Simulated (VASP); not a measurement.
Output of a VASP run:

OSZICAR:
```
       N       E                     dE             d eps       ncg     rms          rms(c)
DAV:   1     0.107182469043E+03    0.10718E+03   -0.90937E+03   786   0.123E+03
DAV:   2    -0.181573764860E+01   -0.10900E+03   -0.10470E+03   879   0.291E+02
DAV:   3    -0.659409409359E+01   -0.47784E+01   -0.47657E+01   889   0.628E+01
DAV:   4    -0.663068649962E+01   -0.36592E-01   -0.36588E-01   879   0.549E+00
DAV:   5    -0.663123245492E+01   -0.54596E-03   -0.54595E-03   894   0.652E-01    0.890E+00
DAV:   6    -0.610954945834E+01    0.52168E+00   -0.10322E+00  1062   0.145E+01    0.691E+00
DAV:   7    -0.608968913017E+01    0.19860E-01   -0.22878E-01   789   0.385E+00    0.333E+00
DAV:   8    -0.608993229287E+01   -0.24316E-03   -0.23242E-02   809   0.236E+00    0.339E-01
DAV:   9    -0.608969780448E+01    0.23449E-03   -0.32533E-03   859   0.994E-01    0.885E-02
DAV:  10    -0.608982500117E+01   -0.12720E-03   -0.30838E-04   784   0.203E-01    0.732E-02
DAV:  11    -0.608989283723E+01   -0.67836E-04   -0.10093E-04   792   0.119E-01    0.281E-02
DAV:  12    -0.608989039636E+01    0.24409E-05   -0.53280E-05   874   0.103E-01    0.867E-03
DAV:  13    -0.608989137997E+01   -0.98361E-06   -0.46161E-06   779   0.213E-02
   1 F= -.45796522E+01 E0= -.45796522E+01  d E =-.457965E+01
```

### OUTCAR
```
------------------------ aborting loop because EDIFF is reached ----------------------------------------
  FORCE on cell =-STRESS in cart. coord.  units (eV):
  Direction    XX          YY          ZZ          XY          YZ          ZX
  --------------------------------------------------------------------------------------
  Total        1.5063338      1.5063338      1.5063338      0.0000000      0.0000000     -0.0000000
  in kB       49.8707038     49.8707038     49.8707038      0.0000000      0.0000000     -0.0000000
  external PRESSURE =      -0.1292962 kB  Pullay stress =      50.0000000 kB
  volume of cell :       48.39
      direct lattice vectors                 reciprocal lattice vectors
     0.000000000  2.892358401  2.892358401    -0.172869310  0.172869310  0.172869310
     2.892358401  0.000000000  2.892358401     0.172869310 -0.172869310  0.172869310
     2.892358401  2.892358401  0.000000000     0.172869310  0.172869310 -0.172869310
  FREE ENERGIE OF THE ION-ELECTRON SYSTEM (eV)
  ---------------------------------------------------
  free  energy   TOTEN  =        -6.0898913800 eV

  energy  without entropy=       -6.0898913800  energy(sigma->0) =       -6.08989138
  enthalpy is  TOTEN    =        -4.5796521839 eV   P V=        1.5102391961

 reached required accuracy - stopping structural energy minimisation
```
(Selected blocks of OUTCAR.)

**POSCAR**
```
CdS
1
    0.0000000000     2.8923584006     2.8923584006
    2.8923584006     0.0000000000     2.8923584006
    2.8923584006     2.8923584006     0.0000000000
Cd S
1 1
Direct
  0.0000000000   0.0000000000   0.0000000000
  0.2500000000   0.2500000000   0.2500000000
```

Q: Write an INCAR and KPOINTS that could have produced this output.

A: One answer among several that fit: the input of the run itself, PBE GGA, plane waves, VASP's PBE PAW potentials (set 64).

### KPOINTS
```
K-points
0
Gamma
8 8 8
```

**INCAR**
```
ALGO=Normal
EDIFF=1E-6
EDIFFG=-0.02
ENCUT=500
GGA=PE
IBRION=2
ISIF=3
ISMEAR=0
LASPH=T
LCHARG=F
LMAXMIX=4
LREAL=F
LWAVE=F
NELM=100
NSW=40
PREC=Accurate
PSTRESS=50
SIGMA=0.05
SYSTEM=CdS
```

POTCAR, in this order: Cd S (PBE.64 set). Program: vasp_std.

The compound is CdS in the zinc blende structure, a metastable form; wurtzite is the usual one. It was relaxed first under an external pressure of 5 GPa.
